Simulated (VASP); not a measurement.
# Si2Sb2Te (R-3m) in VASP: density of states with PBE

Aim: the density of states of Si2Sb2Te with PBE.

All numbers are computed with VASP 6.6.1; they aren't measurements. Logs are shortened: lines on timing, memory, paths and dates and some standing lists are left out, and cuts for length are marked.

### 1 Starting point

It takes space group R-3m (No. 166, trigonal). Conventional cell: a = 3.964 Å, b = 3.964 Å, c = 26.552 Å, α = 90.00°, β = 90.00°, γ = 120.00°. Around Si (site symmetry 3m) lie 3 Si at 2.56 Å and 3 Sb at 2.86 Å. Sb (site symmetry 3m) is surrounded by 3 Si at 2.86 Å and 3 Te at 3.13 Å. Te (site symmetry -3m) is surrounded by 6 Sb at 3.13 Å.

The cell was built by a generator and needn't be a form met in nature.

### 2 Density of states, PBE

Input file POSCAR:

```
Si2Sb2Te                                
1.0
    1.9819378427      1.1442723503      8.8507825462
   -1.9819378427      1.1442723503      8.8507825462
    0.0000000000     -2.2885446902      8.8507825461
  Si              Sb              Te            
     2     2     1
Direct
     0.8118471317629771    0.8118471317629771    0.8118471317629629
     0.1881528682370230    0.1881528682370230    0.1881528682370372
     0.4137729447111133    0.4137729447111133    0.4137729447110635
     0.5862270552888867    0.5862270552888867    0.5862270552889365
     1.0000000000000000    1.0000000000000000    1.0000000000000000
```

Input file INCAR.step1:

```
SYSTEM = Si2Sb2Te
ALGO     = Fast           ! electronic algorithm
EDIFF    = 1E-6           ! SCF threshold, eV
ENCUT    = 520            ! plane-wave cutoff, eV
GGA      = PE             ! functional
ISIF     = 2              ! what is computed and relaxed
ISMEAR   = 0              ! smearing method
KPAR     = 4            
LASPH    = .True.         ! aspherical terms in the spheres
LCHARG   = .True.         ! write CHGCAR
LREAL    = .False.        ! projectors in reciprocal space
LWAVE    = .False.        ! write WAVECAR
NELM     = 100            ! most SCF steps
PREC     = Accurate       ! precision mode
SIGMA    = 0.1            ! smearing width, eV
```

Input file KPOINTS.step1:

```
k-points
0
Gamma
  8 8 8
  0 0 0
```

Input file INCAR.step2:

```
SYSTEM = Si2Sb2Te
ALGO     = Fast           ! electronic algorithm
EDIFF    = 1E-6           ! SCF threshold, eV
ENCUT    = 520            ! plane-wave cutoff, eV
GGA      = PE             ! functional
ICHARG   = 11             ! starting density
ISIF     = 2              ! what is computed and relaxed
ISMEAR   = -5             ! smearing method
KPAR     = 4            
LASPH    = .True.         ! aspherical terms in the spheres
LCHARG   = .False.        ! write CHGCAR
LORBIT   = 11             ! projections on sites
LREAL    = .False.        ! projectors in reciprocal space
LWAVE    = .False.        ! write WAVECAR
NEDOS    = 1001           ! points of the DOS
NELM     = 100            ! most SCF steps
PREC     = Accurate       ! precision mode
SIGMA    = 0.1            ! smearing width, eV
```

Input file KPOINTS.step2:

```
k-points
0
Gamma
  12 12 12
  0 0 0
```

Potentials or basis: VASP PAW PBE potentials, release 64 (Si, Sb, Te).

Run with:

```
$ cat potpaw_PBE.64/Si/POTCAR potpaw_PBE.64/Sb/POTCAR potpaw_PBE.64/Te/POTCAR > POTCAR
$ cp INCAR.step1 INCAR
$ cp KPOINTS.step1 KPOINTS
$ mpirun -np 4 vasp_std > vasp.out
$ cp INCAR.step2 INCAR
$ cp KPOINTS.step2 KPOINTS
$ mpirun -np 4 vasp_std > vasp.out
```

OUTCAR:

```text
SYSTEM = Si2Sb2Te
   EDIFF = 1E-6
   ENCUT = 520
   GGA = PE
   ICHARG = 11
   ISIF = 2
   ISMEAR = -5
   LASPH = .True.
   LORBIT = 11
   LREAL = .False.
   NELM = 100
   PREC = Accurate

 ion  position               nearest neighbor table
   1  0.812  0.812  0.812-   2 2.56   2 2.56   2 2.56   3 2.86   3 2.86   3 2.86
   2  0.188  0.188  0.188-   1 2.56   1 2.56   1 2.56   4 2.86   4 2.86   4 2.86
   3  0.414  0.414  0.414-   1 2.86   1 2.86   1 2.86   5 3.13   5 3.13   5 3.13
   4  0.586  0.586  0.586-   2 2.86   2 2.86   2 2.86   5 3.13   5 3.13   5 3.13
   5  0.000  0.000  0.000-   4 3.13   4 3.13   3 3.13   3 3.13   4 3.13   3 3.13

  LATTYP: Found a trigonal (rhomboedric) cell.
 ALAT       =     9.1418700770
 COS(alpha) =     0.9059973783

  Lattice vectors:

 A1 = (   1.9819378427,   1.1442723503,   8.8507825462)
 A2 = (  -1.9819378427,   1.1442723503,   8.8507825462)
 A3 = (   0.0000000000,  -2.2885446902,   8.8507825461)

Analysis of symmetry for initial positions (statically):
=====================================================================
 Subroutine PRICEL returns:
 Original cell was already a primitive cell.

 Routine SETGRP: Setting up the symmetry group for a
 trigonal (rhombohedral) supercell.

 Subroutine GETGRP returns: Found 12 space group operations
 (whereof 12 operations were pure point group operations)
 out of a pool of 12 trial point group operations.

The static configuration has the point symmetry D_3d.

Analysis of symmetry for dynamics (positions and initial velocities):
=====================================================================
 Subroutine PRICEL returns:
 Original cell was already a primitive cell.

 Routine SETGRP: Setting up the symmetry group for a
 trigonal (rhombohedral) supercell.

 Subroutine GETGRP returns: Found 12 space group operations
 (whereof 12 operations were pure point group operations)
 out of a pool of 12 trial point group operations.

The dynamic configuration has the point symmetry D_3d.

 Subroutine INISYM returns: Found 12 space group operations
 (whereof 12 operations are pure point group operations),
 and found     1 'primitive' translations

----------------------------------------------------------------------------------------

                                     Primitive cell

  volume of cell :     120.4349

  direct lattice vectors                    reciprocal lattice vectors
     1.981937843  1.144272350  8.850782546     0.252278346  0.145652971  0.037661453
    -1.981937843  1.144272350  8.850782546    -0.252278346  0.145652971  0.037661453
     0.000000000 -2.288544690  8.850782546     0.000000000 -0.291305942  0.037661453

  length of vectors
     9.141870077  9.141870077  9.141870076     0.293730381  0.293730381  0.293730381

  position of ions in fractional coordinates (direct lattice)
     0.811847132  0.811847132  0.811847132
     0.188152868  0.188152868  0.188152868
     0.413772945  0.413772945  0.413772945
     0.586227055  0.586227055  0.586227055
     0.000000000  0.000000000  0.000000000

  ion indices of the primitive-cell ions
   primitive index   ion index
                 1           1
                 2           2
                 3           3
                 4           4
                 5           5

----------------------------------------------------------------------------------------

 KPOINTS: k-points

Automatic generation of k-mesh.
 Grid dimensions read from file:
 generate k-points for:   12   12   12

 Generating k-lattice:

  Cartesian coordinates                     Fractional coordinates (reciprocal lattice)
     0.021023195  0.012137748  0.003138454     0.083333333  0.000000000  0.000000000
    -0.021023195  0.012137748  0.003138454     0.000000000  0.083333333  0.000000000
     0.000000000 -0.024275495  0.003138454     0.000000000  0.000000000  0.083333333

  Length of vectors
     0.024477532  0.024477532  0.024477532

  Shift w.r.t. Gamma in fractional coordinates (k-lattice)
     0.000000000  0.000000000  0.000000000

 TETIRR: Found    864 inequivalent tetrahedra from    10368

 Subroutine IBZKPT returns following result:
 ===========================================

 Found    189 irreducible k-points:

 Following reciprocal coordinates:
            Coordinates               Weight
  0.000000  0.000000  0.000000      1.000000
  0.083333  0.000000  0.000000      6.000000
  0.166667  0.000000 -0.000000      6.000000
  0.250000  0.000000  0.000000      6.000000
  0.333333  0.000000 -0.000000      6.000000
  0.416667 -0.000000  0.000000      6.000000
[... 16 lines left out ...]
  0.500000  0.166667 -0.000000     12.000000
 -0.416667  0.166667  0.000000     12.000000
 [... further k-points ...]
   k-points           NKPTS =    189   k-points in BZ     NKDIM =    189   number of bands    NBANDS=     16
   number of dos      NEDOS =   1001   number of ions     NIONS =      5
   total plane-waves  NPLWV = 343000
   dimension x,y,z NGX =    70 NGY =   70 NGZ =   70
   dimension x,y,z NGXF=   140 NGYF=  140 NGZF=  140
   ions per type =               2   2   1
   NGX,Y,Z   is equivalent  to a cutoff of  12.73, 12.73, 12.73 a.u.
   NGXF,Y,Z  is equivalent  to a cutoff of  25.46, 25.46, 25.46 a.u.
 SYSTEM =  Si2Sb2Te
   PREC   = accura    normal or accurate (medium, high low for compatibility)
   ISTART =      0    job   : 0-new  1-cont  2-samecut
   ICHARG =     11    charge: 1-file 2-atom 10-const
   ISPIN  =      1    spin polarized calculation?
   LNONCOLLINEAR =      F non collinear calculations
   LSORBIT =      F    spin-orbit coupling
   LASPH  =      T    aspherical Exc in radial PAW
   ENCUT  =  520.0 eV  38.22 Ry    6.18 a.u.  17.00 17.00 17.00*2*pi/ulx,y,z
   NELM   =    100;   NELMIN=  2; NELMDL=  0     # of ELM steps
   EDIFF  = 0.1E-05   stopping-criterion for ELM
   LREAL  =      F    real-space projection
   EDIFFG = 0.1E-04   stopping-criterion for IOM
   NSW    =      0    number of steps for IOM
   IBRION =     -1    ionic relax: 0-MD 1-quasi-New 2-CG
   NFREE  =      0    steps in history (QN), initial steepest desc. (CG)
   ISIF   =      2    stress and relaxation
   ISYM   =      2    0-nonsym 1-usesym 2-fastsym
   POTIM  = 0.5000    time-step for ionic-motion
   TEBEG  =    0.0;   TEEND  =   0.0 temperature during run
   PSTRESS=    0.0 pullay stress
   NELECT =      24.0000    total number of electrons
   NUPDOWN=      -1.0000    fix difference up-down
   EMIN   =  10.00;   EMAX   =-10.00  energy-range for DOS
   EFERMI =   0.00;   METHOD = LEGACY
   ISMEAR =    -5;   SIGMA  =   0.10  broadening in eV -4-tet -1-fermi 0-gaus
   EFERMI_NEDOS =   21; number of points for ismear=-14 and -15
   IALGO  =     68    algorithm
   IMIX   =      4    mixing-type and parameters
     AMIX     =   0.40;   BMIX     =  1.00
     AMIX_MAG =   1.60;   BMIX_MAG =  1.00
  volume/ion in A,a.u.               =      24.09       162.55
  Fermi-wavevector in a.u.,A,eV,Ry     =   0.956227  1.807008 12.440767  0.914371
  Thomas-Fermi vector in A             =   2.085136
   LORBIT       =     11    0 simple, 1 ext, 2 COOP (PROOUT), +10 PAW based schemes
   GGA     = PE    functional components
   LHFCALC =     F    Hartree Fock is set to
   AEXX    =    0.0000 exact exchange contribution
   IVDW    =     0    specifies the selected vdW correction
   LEPSILON=     F    determine dielectric tensor
   LRPA    =     F    only Hartree local field effects (RPA)
 non-spin polarized calculation
 RMM-DIIS sequential band-by-band and
 Fermi weights with tetrahedron method with Bloechl corrections
  energy-cutoff  :      520.00
  volume of cell :      120.43
 maximum number of plane-waves:      3274
 NGX is ok and might be reduce to    70

 number of electron      24.0000000 magnetization

 Free energy of the ion-electron system (eV)
  ---------------------------------------------------
  ext. energy  EPLUGINS =         0.00000000
  ---------------------------------------------------
  free energy    TOTEN  =       -21.16422105 eV

  energy without entropy =      -21.16422105  energy(sigma->0) =      -21.16422105

 E-fermi :   7.7209     XC(G=0): -10.0190

 val. band max:        7.9966002982   @ k =   0.0000   0.0000   0.0000
 cond. band min:       7.5112908825   @ k =   0.5000   0.5000   0.5000
 fundamental gap:     -0.4853094156
 Fermi energy:         7.7208779742

 k-point     1 :       0.0000    0.0000    0.0000
  band No.  band energies     occupation
      1      -5.5368      2.00000
      2      -3.7171      2.00000
      3      -3.2585      2.00000
      4       1.0114      2.00000
      5       2.6867      2.00000
      6       6.6535      2.00000
[... 8 lines left out ...]
     15       8.5491      0.00000
     16       9.4748      0.00000

 k-point     2 :       0.0833    0.0000    0.0000
  band No.  band energies     occupation
      1      -5.4606      2.00000
      2      -3.6620      2.00000
      3      -3.1628      2.00000
      4       0.9683      2.00000
      5       2.7645      2.00000
      6       5.7834      2.00000
[... 8 lines left out ...]
     15       9.1759      0.00000
     16      10.1804      0.00000

 k-point     3 :       0.1667    0.0000   -0.0000
  band No.  band energies     occupation
      1      -5.2354      2.00000
      2      -3.4934      2.00000
      3      -2.8865      2.00000
      4       0.8016      2.00000
      5       2.9594      2.00000
      6       4.5672      2.00000
[... 8 lines left out ...]
     15       9.8038      0.00000
     16      10.3970      0.00000
[... 362 lines left out ...]
 k-point    23 :       0.5000    0.1667   -0.0000
  band No.  band energies     occupation
      1      -3.7774      2.00000
      2      -2.3179      2.00000
      3      -1.3463      2.00000
      4      -0.6029      2.00000
      5       1.0087      2.00000
      6       2.3565      2.00000
[... 8 lines left out ...]
     15      10.5134      0.00000
     16      11.5367      0.00000

 k-point    24 :      -0.4167    0.1667    0.0000
  band No.  band energies     occupation
      1      -3.5784      2.00000
      2      -2.0510      2.00000
      3      -1.3389      2.00000
      4      -0.7695      2.00000
      5       0.7812      2.00000
      6       1.9329      2.00000
[... 8 lines left out ...]
     15      10.4273      0.00000
     16      11.6576      0.00000

 [... further k-points ...]
[... 5 lines left out ...]
  --------------------------------------------------------------------------------------
  -------------------------------------------------------------------------------------
  Total        0.1239889      0.1239889     -0.3966074      0.0000000     -0.0000000      0.0000000
  in kB        1.6494565      1.6494565     -5.2761733      0.0000000     -0.0000000      0.0000000
  external PRESSURE =      -0.6590868 kB  Pullay stress =       0.0000000 kB

 VOLUME and BASIS-vectors are now :
 -----------------------------------------------------------------------------
  energy-cutoff  :      520.00
  volume of cell :      120.43
      direct lattice vectors                 reciprocal lattice vectors
     1.981937843  1.144272350  8.850782546     0.252278346  0.145652971  0.037661453
    -1.981937843  1.144272350  8.850782546    -0.252278346  0.145652971  0.037661453
     0.000000000 -2.288544690  8.850782546     0.000000000 -0.291305942  0.037661453

 POSITION                                       TOTAL-FORCE (eV/Angst)
 -----------------------------------------------------------------------------------
      0.00000      0.00000     21.55645         0.000000      0.000000      0.003383
      0.00000      0.00000      4.99590         0.000000     -0.000000     -0.003383
      0.00000      0.00000     10.98664         0.000000      0.000000      0.010736
      0.00000      0.00000     15.56570         0.000000     -0.000000     -0.010736
      0.00000      0.00000      0.00000         0.000000     -0.000000     -0.000000
 -----------------------------------------------------------------------------------
    total drift:                                0.000000     -0.000000      0.000000

  FREE ENERGIE OF THE ION-ELECTRON SYSTEM (eV)
  ---------------------------------------------------
  free  energy   TOTEN  =       -21.1642210505 eV

  energy  without entropy=      -21.1642210505  energy(sigma->0) =      -21.16422105

 total charge

# of ion       s       p       d       tot
------------------------------------------
    1        0.805   0.766   0.000   1.571
    2        0.805   0.766   0.000   1.571
    3        1.226   1.083   0.044   2.354
    4        1.226   1.083   0.044   2.354
    5        1.421   1.850   0.050   3.321
--------------------------------------------------
tot          5.484   5.547   0.139  11.170
```

It took 5.6 min on 4 MPI ranks of AMD EPYC 9R45 (Zen 5), shared host; peak memory 0.96 GiB.

What came out:

```yaml
Valence_electrons_inside_the_program's_atomic_spheres: Si 1.57; Sb 2.35; Te 3.32
```

Levels at points of the mesh, in eV from the Fermi level:
```csv
k point,band 8,band 9,band 10,band 11,band 12,band 13,band 14,band 15,band 16
"(0.00, 0.00, 0.00)",-0.82,-0.82,0.28,0.40,0.40,0.70,0.83,0.83,1.75
"(0.50, 0.00, 0.00)",-2.99,-2.64,-2.49,-2.23,-1.93,0.67,1.03,1.17,1.98
"(0.50, 0.50, 0.00)",-4.04,-3.31,-1.72,-0.98,-0.96,-0.52,1.17,1.79,2.31
"(0.50, 0.50, 0.50)",-1.00,-0.75,-0.75,-0.21,-0.21,1.19,1.70,1.70,1.92
```

States per cell in windows of 0.5 eV (zero at the Fermi level; states under -8 eV left out):
```csv
from (eV),total,Te5_p,Sb3_p,Sb4_p,Si1_p,Si2_p,Si1_s
-8.0,0.66,0.01,0.01,0.01,0.01,0.01,0.06
-7.5,0.43,0.01,0.01,0.01,0.01,0.01,0.05
-7.0,0.44,0.01,0.01,0.01,0.01,0.01,0.06
-6.5,0.47,0.01,0.01,0.01,0.01,0.01,0.06
-6.0,0.53,0.04,0.03,0.03,0.02,0.02,0.04
-5.5,0.89,0.09,0.05,0.05,0.03,0.03,0.03
-5.0,1.12,0.12,0.07,0.07,0.04,0.04,0.03
-4.5,1.26,0.15,0.08,0.08,0.05,0.05,0.02
-4.0,1.33,0.17,0.09,0.09,0.05,0.05,0.02
-3.5,1.41,0.16,0.09,0.09,0.07,0.07,0.01
-3.0,1.56,0.20,0.09,0.09,0.08,0.08,0.01
-2.5,1.53,0.23,0.09,0.09,0.08,0.08,0.01
-2.0,1.46,0.21,0.08,0.08,0.08,0.08,0.01
-1.5,1.24,0.16,0.09,0.09,0.06,0.06,0.01
-1.0,1.25,0.12,0.11,0.11,0.06,0.06,0.02
-0.5,1.34,0.10,0.14,0.14,0.06,0.06,0.02
0.0,1.33,0.11,0.14,0.14,0.06,0.06,0.02
0.5,1.35,0.14,0.13,0.13,0.05,0.05,0.03
1.0,1.25,0.15,0.12,0.12,0.05,0.05,0.03
1.5,0.94,0.09,0.09,0.09,0.04,0.04,0.01
2.0,1.23,0.11,0.11,0.11,0.06,0.06,0.02
2.5,1.12,0.06,0.09,0.09,0.06,0.06,0.03
3.0,0.58,0.03,0.05,0.05,0.03,0.03,0.01
3.5,0.19,0.01,0.02,0.02,0.01,0.01,0.00
4.0,0.02,0.00,0.00,0.00,0.00,0.00,0.00
4.5,0.00,0.00,0.00,0.00,0.00,0.00,0.00
```

Caveat: tetrahedron occupations give inexact forces and stress in metals.
